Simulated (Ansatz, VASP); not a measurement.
# Al2O3 (Corundum): VASP beside Ansatz, part 3 of 3

Wanted: the spread between two codes on one cell, functional and k mesh. The cell is taken from a series of runs on this material, whose earlier steps may have relaxed, scaled, displaced or heated it; both programs get it as it stands.

VASP 6.6.1 and Ansatz 0.2.0.

So far: Starting point; VASP: zone-centre phonons, LDA.

**3. Ansatz: zone-centre phonons, LDA**

Level of this step: Ansatz beside VASP: Kohn-Sham DFT, plane waves, LDA (Ansatz).

Ansatz runs on its PAW soft_1 files.

The same cell, functional (in two slightly different forms) and mesh now go to Ansatz, which takes its cutoff from its data sets.

Contents of input.yaml:

```yaml
crystal:
  lattice:
    - [2.4091422282, 1.390918914, 4.3866810192]
    - [-2.4091422282, 1.390918914, 4.3866810192]
    - [0.0, -2.781837828, 4.3866810192]
  atoms:
    - { symbol: O, position: [0.5551843757, 0.9448156243, 0.25] }
    - { symbol: O, position: [0.25, 0.5551843757, 0.9448156243] }
    - { symbol: O, position: [0.9448156243, 0.25, 0.5551843757] }
    - { symbol: O, position: [0.4448156243, 0.0551843757, 0.75] }
    - { symbol: O, position: [0.75, 0.4448156243, 0.0551843757] }
    - { symbol: O, position: [0.0551843757, 0.75, 0.4448156243] }
    - { symbol: Al, position: [0.3520599788, 0.3520599788, 0.3520599788] }
    - { symbol: Al, position: [0.1479400212, 0.1479400212, 0.1479400212] }
    - { symbol: Al, position: [0.6479400212, 0.6479400212, 0.6479400212] }
    - { symbol: Al, position: [0.8520599788, 0.8520599788, 0.8520599788] }
kpoints:
  mp_grid: { grid: [6, 6, 6] }
hamiltonian:
  xc: lda
  pseudopotentials: { kind: paw, azcp: { folder: soft_1 }, xc_functional: pbe }
scf:
  occupations: { method: fixed }
output:
  eigenvalues: true
phonons:
  method: dfpt
  dielectric: true
  rigid_motions: translations
```

Launch:

```bash
ansatz run input.yaml --threads 8 --pin off --max-ram 20480MiB --backend cpu --events-out ev --progress --plain --runs-dir out
```

Numbers of over 12 decimals in the logs are rounded to 6 here.

What it wrote:

```text
Engine: ansatz 0.2.0, aarch64-unknown-linux-gnu
Pseudopotentials: kind: paw
Pseudopotential: O, paw, valence charge 6, recommended cutoff 420 eV (normal), soft_1/O.paw.azcp
Pseudopotential: Al, paw, valence charge 3, recommended cutoff 420 eV (normal), soft_1/Al.paw.azcp
Functional definition: SPW92
  exchange = slater_x
  correlation = pw_c
Crystal: 10 atoms, lattice volume = 88.197 Å³
Basis set: ecut = 420 eV, 1707 PW (Γ), exchange–correlation on 72×72×72 points (8 copies of the dense FFT grid, shifted against one another)
Bands: 34, of which v1, the nominal top of the filled ones, is band 24 counted from 1 (23 counted from 0)
Symmetry: 12 space group operations
k-points: 112 of 216 (irreducible under 1 space group operation, time reversal used)
Non-local potential: O, projectors of the file, l = 0: 2, l = 1: 2, l = 2: 1
Non-local potential: Al, projectors of the file, l = 0: 2, l = 1: 2, l = 2: 1
PAW form: soft (Blöchl's): semilocal exchange-correlation on the pseudo side does not see the compensation charge
PAW frozen core: O, regenerated for the run's functional, and the local potential with it (the file was generated under x = pbe(κ = 0.804, μ = 0.219515), c = pbe(β = 0.066725))
PAW frozen core: Al, regenerated for the run's functional, and the local potential with it (the file was generated under x = pbe(κ = 0.804, μ = 0.219515), c = pbe(β = 0.066725))
PAW one-centre angular grid: O, 110 points (default); XC on 64 Gauss nodes
PAW one-centre angular grid: Al, 110 points (default); XC on 64 Gauss nodes
Initial density: superposition of atomic densities (chi_scale 0.1, normalization cell, long waves kept (reshape's long-wave potential 0.00 eV rms))
Initial wavefunctions: pseudopotential atomic-orbital guess
Functional: x = slater, c = lda
SCF iter   1: F=—  HF=-5403.038024 eV  |F-HF|=—  |Δ(HF+E_count)|=         —  Δρ=1.14e-1  dr2=1.09e1  ethr=3.10e-3  ⟨swp⟩=5.0  Hψ=14407  notcnv=0  defer=782
preconditioner: auto → Resta (q_TF=auto, 2.465 Å⁻¹)  ε∞=3.4  [insulator: Δε(μ)=6.785 eV  Ē_g=17.840 eV  n_scr=20 (ndim 8)  ℏωp=27.4 eV  f_vac=0.000  ε∞_Penn≈3.4]
SCF iter   2: F=—  HF=-5399.925712 eV  |F-HF|=—  |Δ(HF+E_count)|=    3.11e0  Δρ=4.06e-2  dr2=6.78e-1  ethr=3.10e-3  ⟨swp⟩=2.6  Hψ=8143  notcnv=0  defer=788
SCF iter   3: F=—  HF=-5399.735179 eV  |F-HF|=—  |Δ(HF+E_count)|=   1.91e-1  Δρ=1.97e-2  dr2=2.01e-1  ethr=1.41e-3  ⟨swp⟩=2.0  Hψ=3578  notcnv=0  defer=889
SCF iter   4: F=—  HF=-5399.673021 eV  |F-HF|=—  |Δ(HF+E_count)|=   6.22e-2  Δρ=1.25e-3  dr2=6.85e-4  ethr=4.19e-4  ⟨swp⟩=2.9  Hψ=5209  notcnv=0  defer=896
SCF iter   5: F=—  HF=-5399.673147 eV  |F-HF|=—  |Δ(HF+E_count)|=   1.26e-4  Δρ=1.23e-4  dr2=1.79e-5  ethr=1.43e-6  ⟨swp⟩=2.2  Hψ=5696  notcnv=0  defer=896
SCF iter   6: F=—  HF=-5399.673148 eV  |F-HF|=—  |Δ(HF+E_count)|=   1.59e-6  Δρ=3.27e-5  dr2=1.04e-6  ethr=3.72e-8  ⟨swp⟩=2.4  Hψ=6044  notcnv=0  defer=700
SCF iter   7: F=—  HF=-5399.673148 eV  |F-HF|=—  |Δ(HF+E_count)|=   2.53e-7  Δρ=4.15e-6  dr2=1.14e-8  ethr=2.16e-9  ⟨swp⟩=2.3  Hψ=6512  notcnv=0  defer=550
SCF iter   8: F=—  HF=-5399.673148 eV  |F-HF|=—  |Δ(HF+E_count)|=   1.80e-9  Δρ=5.83e-7  dr2=1.49e-10  ethr=2.38e-11  ⟨swp⟩=2.0  Hψ=5998  notcnv=0  defer=550
SCF iter   9: F=-5399.673148 eV  HF=-5399.673148 eV  |F-HF|=2.73e-12  |Δ(HF+E_count)|=  6.37e-12  Δρ=6.82e-8  dr2=2.75e-12  ethr=1.00e-12  ⟨swp⟩=14.8  Hψ=25500  notcnv=0
SCF 1 converged in 9 iterations: F = -5399.673148 eV  dr2 = 2.75e-12
  greatest PAW one-centre occupation: 0.851 electrons in one spin orbital (limit 2), on the O atom at site 3 (counted from 0), in its partial waves of l = 0
NSCF: frozen V_eff on 6 k-points
DFPT response loops at Γ: preconditioner auto → none (the input reference at scf.mixing.eps_inf says where Resta's filter doesn't serve); β = 0.50; Broyden in place of MSR1
SCF converged after 9 iterations
Free energy (F): -5399.673148 eV
Harris-Foulkes:  -5399.673148 eV  (|F-HF|=2.73e-12)
Internal energy: -5399.673148 eV  (E = F + TS)
E sigma→0 (E₀):  -5399.673148 eV
Fermi energy:    6.858263 eV
--- Per-component energies (eV) ---
  E_band       = 33.462207
  E_kinetic    = 1126.205801
  E_local      = -1998.841836  (includes V_loc(G=0)·N_el)
  E_nonlocal   = 364.178549
  E_hartree    = 750.125864
  E_xc         = -581.132414
  E_vxc        = -673.254345  (∫ρ·V_xc dr)
  E_paw        = -2693.906629  (= ΣΔE_a)
  E_vpaw       = -285.082484  (= ΣTr[D̂ρ^β])
  E_aug_tail   = 0.004852  (compensation charges beyond the density's cutoff)
  E_ewald      = -2367.111728
  E_core_change = 0.804395  (= ΣΔE_core)
  E_smearing   = -0.000000  (= −TS)
  E_closure    = -0.000000  (closes the sum)
  Σ components = -5399.673148   (vs F -5399.673148, Δ=0.00e0)
--- Band table (eV; the first three rows and the last of 112) ---
  k-point 0: bands = [... 20 lower, 6.4218, 6.8570, 6.8583, 6.8583, 12.5940, 15.5616, 16.9605, 17.9274, ... 6 higher]
  k-point 1: bands = [... 20 lower, 6.2296, 6.5517, 6.8218, 6.8242, 13.2213, 16.0451, 16.6000, 17.5137, ... 6 higher]
  k-point 2: bands = [... 20 lower, 6.0695, 6.3630, 6.6794, 6.7046, 14.5120, 16.1459, 16.4891, 16.8304, ... 6 higher]
  k-point 111: bands = [... 20 lower, 6.5399, 6.5399, 6.5399, 6.5399, 15.0424, 15.0424, 17.4348, 17.4348, ... 6 higher]
--- Phonons (Γ-DFPT): 5 representative perturbations + reference, on 112 of 216 k-points (Σ response iterations 15) ---
  k mesh reduced under 1 symmetry operation, with k and −k counted as one. Each operation leaves every solved perturbation unchanged. A smaller set is not considered because the run solves the response to a homogeneous field
  ASR residual: 3.422e-5 → 0.000e0 eV/Å²; symmetrization residual: 1.552e-5 eV/Å²
  ASR residual per site (eV/Å²): 3.42e-5 3.33e-5 3.33e-5 3.42e-5 3.33e-5 3.33e-5 1.03e-5 1.03e-5 1.03e-5 1.03e-5
  Γ frequencies (cm⁻¹): 0.00 0.00 0.00 275.42 351.56 351.56 353.55 353.55 369.23 386.81 391.40 391.40 403.36 403.36 418.13 418.13 496.18 510.53 510.53 519.89 534.83 534.83 565.42 579.80 579.80 590.29 647.34 683.33 683.33 691.98
  ε∞ (high-frequency dielectric tensor):
        3.314376    -0.000000    -0.000000
       -0.000000     3.314376     0.000000
       -0.000000     0.000000     3.277695
  ε⁰ (static dielectric tensor: ions relaxed, cell fixed):
       10.729670     0.000000    -0.000000
        0.000000    10.729670     0.000000
       -0.000000     0.000000    13.148706
  ε⁰ − ε∞ (ionic part):
        7.415295     0.000000    -0.000000
        0.000000     7.415295     0.000000
       -0.000000     0.000000     9.871011
  softest optical mode at Γ: 275.42 cm⁻¹; the repairs (sum rule, projections) moved no ω² at Γ by more than (2.96 cm⁻¹)²
  Born effective charges Z* (e; rows j = field, columns β = displacement):
    site 0:
        -2.09923    0.00000    0.00000
         0.00000   -1.89500    0.27760
         0.00000    0.37380   -1.97790
    site 1:
        -1.94606    0.08844   -0.24041
         0.08844   -2.04818   -0.13880
        -0.32372   -0.18690   -1.97790
    site 2:
        -1.94606   -0.08844    0.24041
        -0.08844   -2.04818   -0.13880
         0.32372   -0.18690   -1.97790
    site 3:
        -2.09923    0.00000    0.00000
         0.00000   -1.89500    0.27760
        -0.00000    0.37380   -1.97790
    site 4:
        -1.94606    0.08844   -0.24041
         0.08844   -2.04818   -0.13880
        -0.32372   -0.18690   -1.97790
    site 5:
[...]
site 6:
[...]
site 7:
[...]
site 8:
[...]
site 9:
[...]
Z* charge neutrality: 1.093e-5 e pre-enforcement
  k-mesh period / interband length: 28.9 Å / 1.31 Å = 22.13 at k = (0.0000, 0.0000, 0.0000), direct gap 5.736 eV — 14 or more, which is no proof of convergence
  optical modes at Γ without the LO–TO term, one row a degenerate level:
      ω (cm⁻¹)  modes    IR ((D/Å)²/amu)
[...]
optical modes at Γ + LO–TO along q̂ = [1.0000, 0.0000, 0.0000]:
      ω (cm⁻¹)  modes    IR ((D/Å)²/amu)
[...]
optical modes at Γ + LO–TO along q̂ = [0.0000, 1.0000, 0.0000]:
      ω (cm⁻¹)  modes    IR ((D/Å)²/amu)
[...]
optical modes at Γ + LO–TO along q̂ = [0.0000, 0.0000, 1.0000]:
      ω (cm⁻¹)  modes    IR ((D/Å)²/amu)
[...]
534.83      2             0.0000
        565.42      1             0.0000
        579.80      2             3.1260
        590.29      1             0.0000
        647.34      1             0.0000
        683.33      2             0.0000
        691.98      1             0.0000
        815.56      1            63.8988
```

**4. Comparison**

Known differences besides the potentials themselves: fixed occupations in Ansatz, narrow Gaussian smearing in VASP; the cutoff is 420 eV in Ansatz and 600 eV in VASP; VASP's log shows a relativistic correction to its local exchange, Ansatz's none. Total energies have different zeros and are not compared.

The two programs side by side:

```tsv
quantity	Ansatz	VASP	difference
ε∞ xx	3.31	3.30	+0.55 %
ε∞ yy	3.31	3.30	+0.55 %
ε∞ zz	3.28	3.26	+0.56 %
Born charge of O1 (mean of the diagonal) (e)	-1.99	-1.98	-0.01
Born charge of Al7 (mean of the diagonal) (e)	2.99	2.97	+0.02
optical mode 1 (cm⁻¹)	275.4	280.1	-1.66 %
optical mode 2 to 3 (cm⁻¹)	351.6	354.4	-0.80 %
optical mode 4 to 5 (cm⁻¹)	353.6	355.4	-0.51 %
optical mode 6 (cm⁻¹)	369.2	372.7	-0.93 %
optical mode 7 (cm⁻¹)	386.8	390.8	-1.01 %
optical mode 8 to 9 (cm⁻¹)	391.4	395.7	-1.08 %
optical mode 10 to 11 (cm⁻¹)	403.4	407.4	-0.99 %
optical mode 12 to 13 (cm⁻¹)	418.1	421.3	-0.75 %
optical mode 14 (cm⁻¹)	496.2	498.3	-0.42 %
optical mode 15 to 16 (cm⁻¹)	510.5	517.1	-1.28 %
optical mode 17 (cm⁻¹)	519.9	526.6	-1.28 %
optical mode 18 to 19 (cm⁻¹)	534.8	537.3	-0.46 %
optical mode 20 (cm⁻¹)	565.4	566.7	-0.23 %
optical mode 21 to 22 (cm⁻¹)	579.8	584.3	-0.76 %
optical mode 23 (cm⁻¹)	590.3	594.3	-0.68 %
optical mode 24 (cm⁻¹)	647.3	649.4	-0.32 %
optical mode 25 to 26 (cm⁻¹)	683.3	689.1	-0.84 %
optical mode 27 (cm⁻¹)	692.0	695.5	-0.51 %
```

Modes are paired by rising frequency, not by their patterns, so a pair may set unlike modes beside each other; they are those without the splitting of longitudinal modes.

**5. Outcome**

```yaml
r_m_s_difference_of_the_optical_zone_centre_modes_each_program_s_sorted_by_frequency_zone_centre_phonons_lda: 4.1 cm⁻¹
difference_in_optical_mode_1_zone_centre_phonons_lda: -1.7 %
```

**Reading.** The r.m.s. difference of the optical zone-centre modes, each program's sorted by frequency is 4.1 cm⁻¹ (zone-centre phonons, LDA). Among the rows given in per cent, the largest difference of the zone-centre phonons, LDA pair is in optical mode 1, -1.7 %. How closely two codes agree says nothing of how well the functional describes the real material.

[Lines on the potential files, build, host, timing and source positions are cut from VASP's logs without a mark.]

[Logs are printed without paths, hosts, clocks, repeated set-up lines and the standing remarks that a program may print on its own settings, such as how far it seeks lower states.]

[Hosts, paths, dates, database ids (printed as entryN), source tags and the programs' standing remarks are cut or masked in the printed files.]
